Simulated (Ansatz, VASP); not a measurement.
## C (Diamond): VASP beside Ansatz

Wanted: the spread between two codes on one cell, functional and k mesh.

Program: Ansatz 0.2.0. Level of theory: plane waves, with VASP 6.6.1 beside it; relaxation of cell and atoms at r2SCAN and band structure at HSE06. Results are calculated unless marked as measured.

### 1. Starting point

The structure is cubic, space group Fd-3m (No. 227). Conventional cell: a = 3.567 Å, b = 3.567 Å, c = 3.567 Å, α = 90.00°, β = 90.00°, γ = 90.00°. Nearest to C lie 4 C at 1.54 Å.

Structure file:

```xyz
2
Lattice="0.0000 1.7834 1.7834 1.7834 0.0000 1.7834 1.7834 1.7834 0.0000" Properties=species:S:1:pos:R:3 pbc="T T T"
C     0.0000    0.0000    0.0000
C     0.8917    0.8917    0.8917
```

### 2. VASP: relaxation of cell and atoms, r2SCAN

The relaxed volume is the usual yardstick between codes: its relative difference is about their pressure difference at one cell divided by the bulk modulus.

Lines of VASP's logs that name or quote its potential files are left out, and so is its time.

INCAR

```
SYSTEM = C
PREC = Accurate
ENCUT = 520
EDIFF = 1E-06
NELM = 100
ISMEAR = 0
SIGMA = 0.05
LREAL = .FALSE.
ALGO = Normal
METAGGA = R2SCAN
LASPH = .TRUE.
NBANDS = 10
LORBIT = 11
LWAVE = .FALSE.
LCHARG = .FALSE.
KPAR = 2
IBRION = 2
NSW = 60
ISIF = 3
EDIFFG = -0.01
```

POSCAR

```
C
1.0
    0.0000000000      1.7833700000      1.7833700000
    1.7833700000      0.0000000000      1.7833700000
    1.7833700000      1.7833700000      0.0000000000
C
2
Direct
    0.0000000000      0.0000000000      0.0000000000
    0.2500000000      0.2500000000      0.2500000000
```

KPOINTS

```
Automatic mesh
0
Gamma
9 9 9
0 0 0
```

The projector-augmented-wave data sets are C (PBE family, release 64).

Started as:

```sh
mpirun -np 2 vasp_std
```

Numbers of over 12 decimals in the logs are rounded to 6 here.

The log of the run:

```text
[banner, memory and clock lines left out]
running    2 mpi-ranks, on    1 nodes
 distrk:  each k-point on    1 cores,    2 groups
 distr:  one band on    1 cores,    1 groups

 POSCAR found type information on POSCAR C
 POSCAR found :  1 types and       2 ions
|                                                                             |
|               ----> ADVICE to this user running VASP <----                  |
|                                                                             |
|     You enforced a specific xc type in the INCAR file but a different       |
|     [... a line on the potential file left out ...]
|     I HOPE YOU KNOW WHAT YOU ARE DOING!                                     |
|                                                                             |

 LDA part: xc-table for (None), standard interpolation
 POSCAR, INCAR and KPOINTS ok, starting setup
 FFT: planning ... GRIDC
 FFT: planning ... GRID_SOFT
 FFT: planning ... GRID
 WAVECAR not read
 entering main loop
       N       E                     dE             d eps       ncg     rms          rms(c)
DAV:   1    -0.244105077680E+01   -0.24411E+01   -0.50353E+03   718   0.811E+02
DAV:   2    -0.215899501135E+02   -0.19149E+02   -0.18622E+02   982   0.126E+02
DAV:   3    -0.219445483009E+02   -0.35460E+00   -0.35402E+00   816   0.139E+01
DAV:   4    -0.219451838874E+02   -0.63559E-03   -0.63556E-03   764   0.710E-01
DAV:   5    -0.219451846540E+02   -0.76654E-06   -0.76659E-06   794   0.235E-02    0.513E+00
DAV:   6    -0.197526572709E+02    0.21925E+01   -0.26383E-01   768   0.403E+00    0.384E+00
DAV:   7    -0.196557590441E+02    0.96898E-01   -0.25808E-01   740   0.391E+00    0.759E-01
DAV:   8    -0.196566477926E+02   -0.88875E-03   -0.36433E-03   782   0.567E-01    0.398E-01
DAV:   9    -0.196570049868E+02   -0.35719E-03   -0.15442E-04   760   0.155E-01    0.125E-02
DAV:  10    -0.196570052788E+02   -0.29196E-06   -0.28297E-06   828   0.147E-02
   1 F= -.19657005E+02 E0= -.19657005E+02  d E =-.196570E+02
 curvature:   0.00 expect dE= 0.000E+00 dE for cont linesearch  0.000E+00
 trial: gam= 0.00000 g(F)=  0.363E-48 g(S)=  0.596E-03 ort = 0.000E+00 (trialstep = 0.100E+01)
 search vector abs. value=  0.596E-03
 bond charge predicted
       N       E                     dE             d eps       ncg     rms          rms(c)
DAV:   1    -0.196568740501E+02    0.13094E-03   -0.10868E-02   752   0.923E-01    0.837E-02
DAV:   2    -0.196569671131E+02   -0.93063E-04   -0.21086E-04   728   0.133E-01    0.551E-02
DAV:   3    -0.196569455772E+02    0.21536E-04   -0.44132E-05   736   0.518E-02    0.587E-03
DAV:   4    -0.196569463507E+02   -0.77353E-06   -0.70846E-07   580   0.851E-03
   2 F= -.19656946E+02 E0= -.19656946E+02  d E =0.589281E-04
 trial-energy change:    0.000059  1 .order    0.000078   -0.000596    0.000751
 step:   0.4632(harm=  0.4422)  dis= 0.00000  next Energy=   -19.657145 (dE=-0.140E-03)
 bond charge predicted
       N       E                     dE             d eps       ncg     rms          rms(c)
DAV:   1    -0.196571298641E+02   -0.18429E-03   -0.30767E-03   752   0.490E-01    0.448E-02
DAV:   2    -0.196571573192E+02   -0.27455E-04   -0.60747E-05   722   0.711E-02    0.294E-02
DAV:   3    -0.196571483049E+02    0.90143E-05   -0.12553E-05   738   0.276E-02    0.315E-03
DAV:   4    -0.196571480556E+02    0.24932E-06   -0.20337E-07   398   0.457E-03
   3 F= -.19657148E+02 E0= -.19657148E+02  d E =-.142777E-03
 curvature:  -0.22 expect dE=-0.328E-07 dE for cont linesearch -0.328E-07
 trial: gam= 0.00000 g(F)=  0.541E-47 g(S)=  0.149E-06 ort =-0.941E-05 (trialstep = 0.893E+00)
 search vector abs. value=  0.149E-06
 reached required accuracy - stopping structural energy minimisation
```

From OUTCAR (step 2):

```text
ion  position               nearest neighbor table
   1  0.000  0.000  0.000-   2 1.54   2 1.54   2 1.54   2 1.54
   2  0.250  0.250  0.250-   1 1.54   1 1.54   1 1.54   1 1.54

  LATTYP: Found a face centered cubic cell.
 ALAT       =     3.5667400000

 Subroutine GETGRP returns: Found 48 space group operations
 (whereof 24 operations were pure point group operations)

The static configuration has the point symmetry T_d .
 The point group associated with its full space group is O_h .

 Found     35 irreducible k-points:

   k-points           NKPTS =     35   k-points in BZ     NKDIM =     35   number of bands    NBANDS=     10

   dimension x,y,z NGX =    20 NGY =   20 NGZ =   20
   dimension x,y,z NGXF=    40 NGYF=   40 NGZF=   40

   ENCUT  =  520.0 eV  38.22 Ry    6.18 a.u.   4.69  4.69  4.69*2*pi/ulx,y,z

   NELECT =       8.0000    total number of electrons

 k-points in reciprocal lattice and weights: Automatic mesh
   0.00000000  0.00000000  0.00000000       0.001
   0.11111111  0.00000000  0.00000000       0.011
   0.22222222  0.00000000  0.00000000       0.011
   0.33333333  0.00000000  0.00000000       0.011
   0.44444444  0.00000000  0.00000000       0.011
   0.11111111  0.11111111  0.00000000       0.008
   0.22222222  0.11111111  0.00000000       0.033
   0.33333333  0.11111111  0.00000000       0.033
   0.44444444  0.11111111  0.00000000       0.033
[...]
-0.33333333  0.44444444  0.11111111       0.033
  -0.33333333  0.44444444  0.22222222       0.033

 average (electrostatic) potential at core
       1 -47.4013       2 -47.4013

 E-fermi :  10.0791

 k-point     1 :       0.0000    0.0000    0.0000
  band No.  band energies     occupation
      1     -12.9803      2.00000
      2       9.7574      2.00000
      3       9.7574      2.00000
      4       9.7574      2.00000
      5      15.6012      0.00000
      6      15.6012      0.00000
      7      15.6012      0.00000
      8      23.6485      0.00000
      9      30.1927      0.00000
    ...

 k-point     2 :       0.1111    0.0000    0.0000
  band No.  band energies     occupation
      1     -12.6226      2.00000
      2       7.6141      2.00000
      3       9.1833      2.00000
      4       9.1833      2.00000
      5      16.3567      0.00000
      6      16.3567      0.00000
      7      16.7792      0.00000
      8      24.0057      0.00000
      9      30.7686      0.00000
    ...

 k-point     3 :       0.2222    0.0000    0.0000
  band No.  band energies     occupation
      1     -11.5587      2.00000
      2       3.7426      2.00000
      3       8.1373      2.00000
      4       8.1373      2.00000
      5      17.6824      0.00000
      6      17.6824      0.00000
      7      18.0650      0.00000
      8      24.9604      0.00000
      9      31.5988      0.00000
    ...

  Total        0.0014331      0.0014331      0.0014331     -0.0000000      0.0000000     -0.0000000
  in kB        0.2030323      0.2030323      0.2030323     -0.0000000      0.0000000     -0.0000000
  external PRESSURE =       0.2030323 kB  Pullay stress =       0.0000000 kB

  energy-cutoff  :      520.00
  volume of cell :       11.31
      direct lattice vectors                 reciprocal lattice vectors
     0.000000000  1.781562129  1.781562129    -0.280652576  0.280652576  0.280652576
     1.781562129 -0.000000000  1.781562129     0.280652576 -0.280652576  0.280652576
     1.781562129  1.781562129  0.000000000     0.280652576  0.280652576 -0.280652576

 POSITION                                       TOTAL-FORCE (eV/Angst)
 -----------------------------------------------------------------------------------
      0.00000      0.00000      0.00000        -0.000000      0.000000      0.000000
      0.89078      0.89078      0.89078         0.000000     -0.000000     -0.000000
 -----------------------------------------------------------------------------------
    total drift:                                0.000000      0.000000      0.000000

  FREE ENERGIE OF THE ION-ELECTRON SYSTEM (eV)
  ---------------------------------------------------
  free  energy   TOTEN  =       -19.6571480556 eV

  energy  without entropy=      -19.6571480556  energy(sigma->0) =      -19.65714806

 reached required accuracy - stopping structural energy minimisation

 total charge
# of ion       s       p       d       tot
------------------------------------------
    1        0.846   1.741   0.000   2.587
    2        0.846   1.741   0.000   2.587
--------------------------------------------------
tot          1.692   3.482   0.000   5.174

[... 3 further parts left out ...]
```

The run keeps the 48 symmetry operations of its start, so it cannot find a distortion of lower symmetry.

### 3. Ansatz: relaxation of cell and atoms, r2SCAN

Ansatz runs on its default PAW (the set named soft_2) files.

The same cell, functional, mesh and smearing now go to Ansatz, which takes its cutoff from its data sets.

input.yaml

```yaml
crystal:
  lattice:
    - [0.0, 1.78337, 1.78337]
    - [1.78337, 0.0, 1.78337]
    - [1.78337, 1.78337, 0.0]
  atoms:
    - { symbol: C, position: [0.0, 0.0, 0.0] }
    - { symbol: C, position: [0.25, 0.25, 0.25] }
hamiltonian:
  xc: r2scan
  pseudopotentials: { kind: paw }
kpoints:
  mp_grid: { grid: [9, 9, 9] }
scf:
  occupations: { method: gaussian, width: 0.05 }
relax:
  f_tol: 0.01
  max_steps: 60
  cell: { stress_tol: 0.05 }
output:
  forces: true
  stress: true
```

Started as:

```sh
ansatz run input.yaml --threads 4 --pin off --max-ram 9216MiB --backend cpu --events-out ev --progress --plain --runs-dir out
```

The log of the run:

```text
Engine: ansatz 0.2.0, aarch64-unknown-linux-gnu
Pseudopotentials: kind: paw
Pseudopotential: C, paw, valence charge 4, recommended cutoff 500 eV (meta_gga), C.paw.azcp
Functional definition: r2SCAN
  parameter k0 = 0.174
  parameter k1 = 0.065
  parameter a1 = 4.9479
  exchange = r2scan_x(k0 = k0, k1 = k1, a1 = a1)
  correlation = r2scan_c
Crystal: 2 atoms, lattice volume = 11.344 Å³
Basis set: ecut = 500 eV, 283 PW (Γ), exchange–correlation on 80×80×80 points (64 copies of the dense FFT grid, shifted against one another)
Bands: 8, of which v1, the nominal top of the filled ones, is band 4 counted from 1 (3 counted from 0)
Symmetry: 48 space group operations
Space group: Fd-3m (ITA 227), of the structure as read, at distance tolerance 2.2e-5 Å
k-points: 35 of 729
Non-local potential: C, projectors of the file, l = 0: 2, l = 1: 2, l = 2: 1
PAW form: soft (Blöchl's): semilocal exchange-correlation on the pseudo side does not see the compensation charge
PAW frozen core: C, regenerated for the run's functional (the file was generated under x = pbe(κ = 0.804, μ = 0.219515), c = pbe(β = 0.066725))
PAW one-centre angular grid: C, 302 points (default); XC on 239 of its mesh's 2573 points in the sphere
Initial density: superposition of atomic densities (neutral atoms: chi_scale 0, normalization atom), corrected by the library's trained network
Initial wavefunctions: pseudopotential atomic-orbital guess
Functional: x = r2scan, c = r2scan; τ floored in thin density (d = 2e-4 eV/Å³)
SCF iter   1: F=—  HF=-503.055000 eV  |F-HF|=—  |Δ(HF+E_count)|=         —  Δρ=8.84e-3  dr2=2.38e-3  dr2_τ=3.81e-1  ethr=1.77e-3  ⟨swp⟩=5.0  Hψ=1886  notcnv=0
preconditioner: auto → none  [insulator: Δε(μ)=4.317 eV  Ē_g=20.784 eV  σ=0.050 eV  W_gap=1.00  n_scr=0 (ndim 8)  ℏωp=31.2 eV  f_vac=0.000  D(μ)=0.00/eV (n_scr^D=0)  ε∞_Penn≈3.3]
SCF iter   2: F=—  HF=-503.110740 eV  |F-HF|=—  |Δ(HF+E_count)|=   5.57e-2  Δρ=5.57e-3  dr2=9.74e-4  dr2_τ=5.74e-5  ethr=2.98e-5  ⟨swp⟩=2.0  Hψ=840  notcnv=0
SCF iter   3: F=—  HF=-503.110766 eV  |F-HF|=—  |Δ(HF+E_count)|=   2.59e-5  Δρ=1.89e-3  dr2=1.21e-4  dr2_τ=1.66e-5  ethr=1.22e-5  ⟨swp⟩=2.0  Hψ=398  notcnv=0
SCF iter   4: F=—  HF=-503.110799 eV  |F-HF|=—  |Δ(HF+E_count)|=   3.32e-5  Δρ=3.95e-4  dr2=5.26e-6  dr2_τ=3.34e-7  ethr=1.51e-6  ⟨swp⟩=1.4  Hψ=313  notcnv=0
SCF iter   5: F=—  HF=-503.110800 eV  |F-HF|=—  |Δ(HF+E_count)|=   4.60e-7  Δρ=9.63e-5  dr2=3.17e-7  dr2_τ=3.42e-8  ethr=6.58e-8  ⟨swp⟩=1.4  Hψ=316  notcnv=0
SCF iter   6: F=-503.110800 eV  HF=-503.110800 eV  |F-HF|=1.04e-9  |Δ(HF+E_count)|=   1.84e-7  Δρ=5.94e-6  dr2=1.12e-9  dr2_τ=1.79e-10  ethr=1.25e-9  ⟨swp⟩=4.2  Hψ=848  notcnv=0
SCF 1 converged in 6 iterations: F = -503.110800 eV  dr2 = 1.12e-9
  greatest PAW one-centre occupation: 0.658 electrons in one spin orbital (limit 2), on the C atom at site 1 (counted from 0), in its partial waves of l = 0
relax step   1: F+E_penalty+E_count = -503.11079975 eV  Δ(F+E_penalty+E_count) = +0.000e0 eV  max|allowed force component| = 3.701e-17 eV/Å  Δτ_max = 0.0000 Å  P = -2.421 GPa  Ω = 11.344 Å³  (6 SCF iters, dr2 threshold 1.00e-7 eV, accepted)
[...]
relax step   2: F+E_penalty+E_count = -503.11121333 eV  Δ(F+E_penalty+E_count) = -4.136e-4 eV  max|allowed force component| = 1.110e-16 eV/Å  Δτ_max = 0.0000 Å  P = -0.942 GPa  Ω = 11.306 Å³  energy of the carried Pulay correction = +1.773e-5 eV  (3 SCF iters, dr2 threshold 2.00e-7 eV, accepted)
[...]
relax step   3: F+E_penalty+E_count = -503.11129497 eV  Δ(F+E_penalty+E_count) = -8.164e-5 eV  max|allowed force component| = 2.868e-16 eV/Å  Δτ_max = 0.0000 Å  P = +0.003 GPa  Ω = 11.282 Å³  energy of the carried Pulay correction = +2.899e-5 eV  (3 SCF iters, dr2 threshold 2.00e-7 eV, accepted)
[...]
relax step   4: F+E_penalty+E_count = -503.11125904 eV  Δ(F+E_penalty+E_count) = +3.593e-5 eV  max|allowed force component| = 2.961e-16 eV/Å  Δτ_max = 0.0000 Å  P = +0.006 GPa  Ω = 11.282 Å³  stress off target by 6.20e-3 GPa  SCF on the basis re-selected at this cell (its energy is not comparable with the rows above)  (3 SCF iters)
basis re-selected at this cell: Δ(F+E_penalty+E_count) = +3.593e-5 eV, ΔP = +0.003 GPa vs the last step (what re-selecting the basis moved, of the pressure what is left beyond the Pulay correction that the steps carried, after the strain that the cell walked since its last selection, with what the two solves' SCF thresholds leave and, on support functions, any second-order correction that the steps lacked; it is no m [...]
SCF converged after 3 iterations
Free energy (F): -503.111259 eV
Harris-Foulkes:  -503.111259 eV  (|F-HF|=4.42e-11)
Internal energy: -503.111259 eV  (E = F + TS)
E sigma→0 (E₀):  -503.111259 eV
Fermi energy:    15.579461 eV
--- Per-component energies (eV) ---
  E_band       = 30.779596
  E_kinetic    = 184.521484
  E_local      = -120.754306  (includes V_loc(G=0)·N_el)
  E_nonlocal   = 52.586589
  E_hartree    = 26.606551
  E_xc         = -95.961396
  E_vxc        = -132.608467  (∫ρ·V_xc dr)
  E_paw        = -201.468288  (= ΣΔE_a)
  E_vpaw       = -13.175904  (= ΣTr[D̂ρ^β])
  E_aug_tail   = 0.000008  (compensation charges beyond the density's cutoff)
  E_vtau       = 6.997101  (kinetic-family band-sum trace: ∫τ·v_τ [+ j·A + Jᵃ·Aᵃ] dr)
  E_ewald      = -348.592353
  E_core_change = -0.049547  (= ΣΔE_core)
  E_smearing   = -0.000000  (= −TS)
  E_closure    = -0.000000  (closes the sum)
  Σ components = -503.111259   (vs F -503.111259, Δ=0.00e0)
--- Forces (eV/Å), atoms counted from 1 ---
  atom   1  C     -0.00000000    -0.00000000    -0.00000000
  atom   2  C      0.00000000     0.00000000     0.00000000
  max |Σ_I F_I| component: 7.40e-17 eV/Å
--- Stress (GPa, compression-positive) ---
        0.006204      -0.000000      -0.000000
       -0.000000       0.006204      -0.000000
       -0.000000      -0.000000       0.006204
  P = ⅓ Tr σ = 0.0062 GPa (0.062 kbar)
--- Relaxed structure (3 steps of the walk, 3 accepted, 1 SCFs on fresh bases) ---
  F+E_penalty+E_count = -503.11125904 eV   max|allowed force component| = 2.961e-16 eV/Å   (the final SCF, on the basis selected at the relaxed cell)
  cell:  # Å, volume = 11.2822 Å³
    - [0, 1.780142, 1.780142]
    - [1.780142, 0, 1.780142]
    - [1.780142, 1.780142, 0]
  atoms:
    - { symbol: C, position: [0, 0, 0] }
    - { symbol: C, position: [0.25, 0.25, 0.25] }
```

Run time: 1.4 s. Hardware: 4 threads of Arm Neoverse V1, shared host; peak memory 0.26 GiB; 2.9 s of CPU time.

### 4. Comparison

Known differences besides the potentials themselves: VASP keeps PBE cores, Ansatz makes them for the functional; both relaxations stop at a tolerance, which leaves soft axes loose, and VASP keeps its plane-wave basis; the cutoff is 500 eV in Ansatz and 520 eV in VASP; Ansatz adds a Pulay correction to the stress that steers its cell, VASP none. Total energies have different zeros and are not compared.

Both answers:

| quantity | Ansatz | VASP | difference |
| --- | --- | --- | --- |
| volume (Å³) | 11.28 | 11.31 | -0.24 % |
| edge a after relaxation, in the typed setting (Å) | 2.518 | 2.519 | -0.08 % |

The walks stopped with 0.01 GPa left in Ansatz and 0.02 GPa in VASP; each walk ends within a tolerance, so the volume difference is uncertain by about these residues over the bulk modulus, most in soft cells.

### 5. Ansatz: band structure, HSE06

Levels along a path test the potential and the projectors away from the mesh points. The cell compared in this pair holds 11.31 Å³, against 11.34 Å³ for the pair before.

The cell is taken from a series of VASP runs on this material, whose earlier steps may have relaxed, scaled or displaced it; both programs get it as it stands.

input.yaml

```yaml
crystal:
  lattice:
    - [0.0, 1.7815621285, 1.7815621285]
    - [1.7815621285, 0.0, 1.7815621285]
    - [1.7815621285, 1.7815621285, 0.0]
  atoms:
    - { symbol: C, position: [0.0, 0.0, 0.0] }
    - { symbol: C, position: [0.25, 0.25, 0.25] }
hamiltonian:
  xc: { exchange: pbe, correlation: pbe, exx: { coeff: 0.25, omega: 0.2 } }
  pseudopotentials: { kind: paw }
kpoints:
  mp_grid: { grid: [7, 7, 7] }
  band_path:
    path:
      - [0.0, 0.0, 0.0]
      - [0.4, 0.0, 0.4]
      - [0.5, 0.0, 0.5]
      - [0.5, 0.2, 0.7]
      - [0.4, 0.35, 0.75]
      - [0.15, 0.15, 0.3]
      - [0.2, 0.2, 0.2]
      - [0.55, 0.4, 0.55]
      - [0.6, 0.25, 0.65]
      - [0.5, 0.25, 0.75]
      - [0.5, 0.5, 0.5]
      - [0.375, 0.375, 0.75]
      - [0.5, 0.0, 0.5]
    npoints: 1
scf:
  occupations: { method: gaussian, width: 0.05 }
  n_extra_bands: 7
output:
  forces: true
  stress: true
  eigenvalues: true
```

The log of the run:

```text
[...]
P = ⅓ Tr σ = -6.8722 GPa (-68.722 kbar)
--- Band table (eV; the first three rows and the last of 20) ---
  k-point 0: bands = [-10.8382, 12.7398, 12.7398, 12.7398, 19.7494, 19.7494, 19.7494, 28.0569, ... 3 higher]
  k-point 1: bands = [-10.2269, 9.5059, 11.8732, 11.8732, 20.8954, 20.8954, 21.3215, 28.5723, ... 3 higher]
  k-point 2: bands = [-8.4184, 4.1699, 10.5395, 10.5395, 22.4023, 22.4023, 22.6318, 29.7268, ... 3 higher]
  k-point 19: bands = [-1.6628, 0.1896, 2.7753, 5.5450, 22.3248, 26.2170, 27.5785, 28.4013, ... 3 higher]
[key lines of the parts left out:]
Free energy (F): -501.765282 eV
Fermi energy:    15.459473 eV
```

Wall time 13 s (4 threads); peak memory 0.42 GiB; 33 s of CPU time.

[end of part 1 of 2]

[Lines on the potential files, build, host, timing and source positions are cut from VASP's logs without a mark.]

[Logs are printed without paths, hosts, clocks, repeated set-up lines and the standing remarks that a program may print on its own settings, such as how far it seeks lower states.]

[Hosts, paths, dates, database ids (printed as entryN), source tags and the programs' standing remarks are cut or masked in the printed files.]
